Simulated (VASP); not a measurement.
The input files of a VASP run:

### POSCAR
```
Mg2Ge
1.0
  0.0000000000   3.1950000000   3.1950000000
  3.1950000000   0.0000000000   3.1950000000
  3.1950000000   3.1950000000   0.0000000000
Mg Ge
2 1
direct
  0.2500000000   0.2500000000   0.2500000000
  0.7500000000   0.7500000000   0.7500000000
  0.0000000000   0.0000000000   0.0000000000
```

INCAR:
```
# general
SYSTEM  = Mg2Ge
PREC    = Accurate
ENCUT   = 400
LREAL   = .FALSE.
LASPH   = .TRUE.

# electronic loop
EDIFF   = 1E-6
NELM    = 100
ALGO    = Normal
LMAXMIX = 4

# smearing
ISMEAR  = 0
SIGMA   = 0.05

# functional
GGA     = PE

# ions
ISIF    = 2

# output
LWAVE   = .FALSE.
LCHARG  = .FALSE.
```

KPOINTS:
```
kpoints
0
M
 6 6 6
```

POTCAR, in this order: Mg Ge_d (PBE.64 set). Program: vasp_std.

Q: Write an equivalent input for Quantum ESPRESSO's pw.x.

A: One equivalent input (not run):
```
&CONTROL
  calculation = 'scf'
  pseudo_dir = './pseudo'
  outdir = './out'
  tprnfor = .true.
  tstress = .true.
/
&SYSTEM
  ibrav = 0
  nat = 3
  ntyp = 2
  ecutwfc = 84
  occupations = 'smearing'
  smearing = 'gaussian'
  degauss = 0.003675
  input_dft = 'pbe'
/
&ELECTRONS
  conv_thr = 7.3e-08
  electron_maxstep = 100
/
ATOMIC_SPECIES
  Mg 24.305 Mg.upf
  Ge 72.630 Ge.upf
CELL_PARAMETERS angstrom
     0.0000000    3.1950000    3.1950000
     3.1950000    0.0000000    3.1950000
     3.1950000    3.1950000    0.0000000
ATOMIC_POSITIONS crystal
  Mg   0.2500000  0.2500000  0.2500000
  Mg   0.7500000  0.7500000  0.7500000
  Ge   0.0000000  0.0000000  0.0000000
K_POINTS automatic
  6 6 6 1 1 1
```
The two are equivalent in intent, not identical: the potentials are each code's own (VASP's PAW set, PseudoDojo norm-conserving files in pw.x), so ENCUT and ecutwfc are chosen apart and not converted; conv_thr bounds pw.x's estimated SCF error, while EDIFF bounds the energy change between steps; an even Monkhorst-Pack mesh in KPOINTS is the half-step-shifted mesh of pw.x.

The compound is Mg2Ge in the antifluorite structure. The cell was not relaxed at this level. The run is one of a series of settings (KPOINTS 6×6×6 Monkhorst-Pack mesh against the base run), some of them coarse on purpose.
